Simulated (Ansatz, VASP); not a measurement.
# HfO2: VASP beside Ansatz, part 2 of 3

Aim: how closely do two programs agree when they are given the same cell, functional and k mesh? The cell is taken from a series of runs on this material, whose earlier steps may have relaxed, scaled, displaced or heated it; both programs get it as it stands.

VASP 6.6.1 and Ansatz 0.2.0.

So far: Set-up; VASP: zone-centre phonons, LDA.

### Step 2. VASP: zone-centre phonons, LDA (continued)

Level of this step: LDA; plane waves and PAW (O, Hf_pv) (VASP).

From OUTCAR (step 2):

```text
ion  position               nearest neighbor table
   1  0.451  0.758  0.482-   9 2.14  10 2.16  11 2.19  12 2.24
   2  0.549  0.258  0.018-  10 2.14   9 2.16  12 2.19  11 2.24
   3  0.549  0.242  0.518-  11 2.14  12 2.16   9 2.19  10 2.24
   4  0.451  0.742  0.982-  12 2.14  11 2.16  10 2.19   9 2.24
   5  0.072  0.345  0.332-  10 2.05   9 2.06  12 2.11
   6  0.928  0.845  0.168-   9 2.05  10 2.06  11 2.11
   7  0.928  0.655  0.668-  12 2.05  11 2.06  10 2.11
   8  0.072  0.155  0.832-  11 2.05  12 2.06   9 2.11
   9  0.276  0.043  0.208-   6 2.05   5 2.06   8 2.11   1 2.14   2 2.16   3 2.19   4 2.24  11 3.27
                            12 3.36  12 3.36  11 3.44  10 3.47  10 3.47  11 3.47
  10  0.724  0.543  0.292-   5 2.05   6 2.06   7 2.11   2 2.14   1 2.16   4 2.19   3 2.24  12 3.27
                            11 3.36  11 3.36  12 3.44   9 3.47   9 3.47  12 3.47
  11  0.724  0.957  0.792-   8 2.05   7 2.06   6 2.11   3 2.14   4 2.16   1 2.19   2 2.24   9 3.27
                            10 3.36  10 3.36   9 3.44  12 3.47  12 3.47   9 3.47
  12  0.276  0.457  0.708-   7 2.05   8 2.06   5 2.11   4 2.14   3 2.16   2 2.19   1 2.24  10 3.27
                             9 3.36   9 3.36  10 3.44  11 3.47  11 3.47  10 3.47

  LATTYP: Found a simple monoclinic cell.
 ALAT       =     5.1358993909
 B/A-ratio  =     1.0209398516
 C/A-ratio  =     1.0025026534
 COS(beta)  =    -0.1782601196

 Subroutine GETGRP returns: Found  4 space group operations
 (whereof  2 operations were pure point group operations)

The static configuration has the point symmetry S_2 .
 The point group associated with its full space group is C_2h.

 Found     30 irreducible k-points:

   k-points           NKPTS =     30   k-points in BZ     NKDIM =     30   number of bands    NBANDS=     56

   dimension x,y,z NGX =    42 NGY =   42 NGZ =   42
   dimension x,y,z NGXF=    84 NGYF=   84 NGZF=   84

   ENCUT  =  600.0 eV  44.10 Ry    6.64 a.u.  10.28 10.47 10.26*2*pi/ulx,y,z

   NELECT =      88.0000    total number of electrons

 k-points in reciprocal lattice and weights: Automatic mesh
   0.00000000  0.00000000  0.00000000       0.016
   0.25000000  0.00000000 -0.00000000       0.031
   0.50000000  0.00000000 -0.00000000       0.016
   0.00000000  0.25000000  0.00000000       0.031
   0.25000000  0.25000000 -0.00000000       0.062
   0.50000000  0.25000000 -0.00000000       0.031
   0.00000000  0.50000000  0.00000000       0.016
   0.25000000  0.50000000 -0.00000000       0.031
   0.50000000  0.50000000 -0.00000000       0.016
[...]
0.25000000  0.50000000  0.50000000       0.031
   0.50000000  0.50000000  0.50000000       0.016

 average (electrostatic) potential at core
       1 -71.6838       2 -71.6838       3 -71.6838       4 -71.6838       5 -71.2529
       6 -71.2529       7 -71.2529       8 -71.2529       9 -38.0038      10 -38.0038
      11 -38.0038      12 -38.0038

   2 f  =   21.116470 THz   132.678694 2PiTHz  704.369621 cm-1    87.330663 meV
             X         Y         Z           dx          dy          dz
      1.892408  3.975165  2.427271     0.252901   -0.037731    0.064639
      2.811158  1.353443  0.076061     0.252901    0.037731    0.064639
      2.366035  1.268279  2.605138     0.252901   -0.037731    0.064639
      1.447286  3.890001  4.956348     0.252901    0.037731    0.064639
      0.076989  1.806503  1.677104    -0.354614    0.221161   -0.067682
      4.626577  4.428226  0.826228    -0.354614   -0.221161   -0.067682
      4.181455  3.436941  3.355306    -0.354614    0.221161   -0.067682
     -0.368134  0.815219  4.206181    -0.354614   -0.221161   -0.067682
      1.236730  0.225630  1.043532     0.030469    0.016311    0.000938
      3.466836  2.847352  1.459800     0.030469   -0.016311    0.000938
      3.021713  5.017815  3.988877     0.030469    0.016311    0.000938
      0.791607  2.396092  3.572610     0.030469   -0.016311    0.000938

   3 f  =   19.457290 THz   122.253761 2PiTHz  649.025344 cm-1    80.468851 meV
             X         Y         Z           dx          dy          dz
      1.892408  3.975165  2.427271    -0.047816   -0.049843    0.456114
      2.811158  1.353443  0.076061     0.047816   -0.049843   -0.456114
      2.366035  1.268279  2.605138    -0.047816   -0.049843    0.456114
      1.447286  3.890001  4.956348     0.047816   -0.049843   -0.456114
      0.076989  1.806503  1.677104     0.024148    0.054258    0.182588
      4.626577  4.428226  0.826228    -0.024148    0.054258   -0.182588
      4.181455  3.436941  3.355306     0.024148    0.054258    0.182588
     -0.368134  0.815219  4.206181    -0.024148    0.054258   -0.182588
      1.236730  0.225630  1.043532    -0.003248   -0.001337    0.017645
      3.466836  2.847352  1.459800     0.003248   -0.001337   -0.017645
      3.021713  5.017815  3.988877    -0.003248   -0.001337    0.017645
      0.791607  2.396092  3.572610     0.003248   -0.001337   -0.017645

   4 f  =   18.702627 THz   117.512074 2PiTHz  623.852499 cm-1    77.347817 meV
             X         Y         Z           dx          dy          dz
      1.892408  3.975165  2.427271     0.118184   -0.129769    0.076667
      2.811158  1.353443  0.076061    -0.118184   -0.129769   -0.076667
      2.366035  1.268279  2.605138    -0.118184    0.129769   -0.076667
      1.447286  3.890001  4.956348     0.118184    0.129769    0.076667
      0.076989  1.806503  1.677104     0.365234   -0.269785   -0.075839
      4.626577  4.428226  0.826228    -0.365234   -0.269785    0.075839
      4.181455  3.436941  3.355306    -0.365234    0.269785    0.075839
     -0.368134  0.815219  4.206181     0.365234    0.269785   -0.075839
      1.236730  0.225630  1.043532    -0.013510    0.034415   -0.004056
      3.466836  2.847352  1.459800     0.013510    0.034415    0.004056
      3.021713  5.017815  3.988877     0.013510   -0.034415    0.004056
      0.791607  2.396092  3.572610    -0.013510   -0.034415   -0.004056

   5 f  =   18.204077 THz   114.379586 2PiTHz  607.222632 cm-1    75.285977 meV
             X         Y         Z           dx          dy          dz
      1.892408  3.975165  2.427271    -0.064255    0.302924   -0.339656
      2.811158  1.353443  0.076061    -0.064255   -0.302924   -0.339656
      2.366035  1.268279  2.605138     0.064255   -0.302924    0.339656
      1.447286  3.890001  4.956348     0.064255    0.302924    0.339656
      0.076989  1.806503  1.677104    -0.172577    0.061395   -0.070638
      4.626577  4.428226  0.826228    -0.172577   -0.061395   -0.070638
      4.181455  3.436941  3.355306     0.172577   -0.061395    0.070638
     -0.368134  0.815219  4.206181     0.172577    0.061395    0.070638
      1.236730  0.225630  1.043532     0.012734   -0.005049    0.003555
      3.466836  2.847352  1.459800     0.012734    0.005049    0.003555
      3.021713  5.017815  3.988877    -0.012734    0.005049   -0.003555
      0.791607  2.396092  3.572610    -0.012734   -0.005049   -0.003555

   6 f  =   17.091560 THz   107.389436 2PiTHz  570.113059 cm-1    70.684979 meV
             X         Y         Z           dx          dy          dz
      1.892408  3.975165  2.427271    -0.154503    0.086225   -0.078498
      2.811158  1.353443  0.076061     0.154503    0.086225    0.078498
      2.366035  1.268279  2.605138    -0.154503    0.086225   -0.078498
      1.447286  3.890001  4.956348     0.154503    0.086225    0.078498
      0.076989  1.806503  1.677104     0.386462   -0.172568    0.176729
      4.626577  4.428226  0.826228    -0.386462   -0.172568   -0.176729
      4.181455  3.436941  3.355306     0.386462   -0.172568    0.176729
     -0.368134  0.815219  4.206181    -0.386462   -0.172568   -0.176729
      1.236730  0.225630  1.043532     0.020614    0.025850    0.032753
      3.466836  2.847352  1.459800    -0.020614    0.025850   -0.032753
      3.021713  5.017815  3.988877     0.020614    0.025850    0.032753
      0.791607  2.396092  3.572610    -0.020614    0.025850   -0.032753

   7 f  =   16.591690 THz   104.248663 2PiTHz  553.439207 cm-1    68.617686 meV
             X         Y         Z           dx          dy          dz
      1.892408  3.975165  2.427271     0.129602   -0.295793   -0.352308
      2.811158  1.353443  0.076061     0.129602    0.295793   -0.352308
      2.366035  1.268279  2.605138    -0.129602    0.295793    0.352308
      1.447286  3.890001  4.956348    -0.129602   -0.295793    0.352308
      0.076989  1.806503  1.677104     0.123088   -0.059626   -0.046950
      4.626577  4.428226  0.826228     0.123088    0.059626   -0.046950
      4.181455  3.436941  3.355306    -0.123088    0.059626    0.046950
     -0.368134  0.815219  4.206181    -0.123088   -0.059626    0.046950
      1.236730  0.225630  1.043532    -0.019630   -0.011390    0.012780
      3.466836  2.847352  1.459800    -0.019630    0.011390    0.012780
      3.021713  5.017815  3.988877     0.019630    0.011390   -0.012780
      0.791607  2.396092  3.572610     0.019630   -0.011390   -0.012780

   8 f  =   15.953251 THz   100.237231 2PiTHz  532.143168 cm-1    65.977314 meV
             X         Y         Z           dx          dy          dz
      1.892408  3.975165  2.427271     0.023390   -0.474597    0.031580
      2.811158  1.353443  0.076061    -0.023390   -0.474597   -0.031580
      2.366035  1.268279  2.605138    -0.023390    0.474597   -0.031580
      1.447286  3.890001  4.956348     0.023390    0.474597    0.031580
      0.076989  1.806503  1.677104    -0.096150    0.114826    0.015319
      4.626577  4.428226  0.826228     0.096150    0.114826   -0.015319
      4.181455  3.436941  3.355306     0.096150   -0.114826   -0.015319
     -0.368134  0.815219  4.206181    -0.096150   -0.114826    0.015319
      1.236730  0.225630  1.043532     0.000761    0.011986   -0.020109
    [... 421 further lines ...]
      3.021713  5.017815  3.988877    -0.000004   -0.460386    0.000004
      0.791607  2.396092  3.572610     0.000004   -0.460386   -0.000004

 MACROSCOPIC STATIC DIELECTRIC TENSOR IONIC CONTRIBUTION
 ------------------------------------------------------
          16.677960    -0.000000     0.933457
          -0.000000    14.678594     0.000000
           0.933457     0.000000    10.595734
 ------------------------------------------------------

 ELASTIC MODULI CONTR FROM IONIC RELAXATION (kBar)
 Direction    XX          YY          ZZ          XY          YZ          ZX
 --------------------------------------------------------------------------------
 XX        -929.6864   -142.9552   -520.7369      0.0000      0.0000    -33.1357
 YY        -142.9552   -221.7645   -167.2300     -0.0000      0.0000     -3.5762
 ZZ        -520.7369   -167.2300  -1464.0611      0.0000      0.0000     95.5410
 XY           0.0000     -0.0000      0.0000   -313.7814     64.6670     -0.0000
 YZ           0.0000      0.0000      0.0000     64.6670   -193.1515     -0.0000
 ZX         -33.1357     -3.5762     95.5410     -0.0000     -0.0000   -205.8481
 --------------------------------------------------------------------------------

 PIEZOELECTRIC TENSOR IONIC CONTR  for field in x, y, z        (C/m^2)
          XX          YY          ZZ          XY          YZ          ZX
  --------------------------------------------------------------------------------
  x    -0.00000    -0.00000    -0.00000     0.00000     0.00000     0.00000
  y     0.00000     0.00000     0.00000     0.00000    -0.00000    -0.00000
  z    -0.00000     0.00000     0.00000    -0.00000    -0.00000     0.00000
```

(Part 2 of 3 ends here.)

[Lines on the potential files, build, host, timing and source positions are cut from VASP's logs without a mark.]

[Logs are printed without paths, hosts, clocks, repeated set-up lines and the standing remarks that a program may print on its own settings, such as how far it seeks lower states.]

[Hosts, paths, dates, database ids (printed as entryN), source tags and the programs' standing remarks are cut or masked in the printed files.]
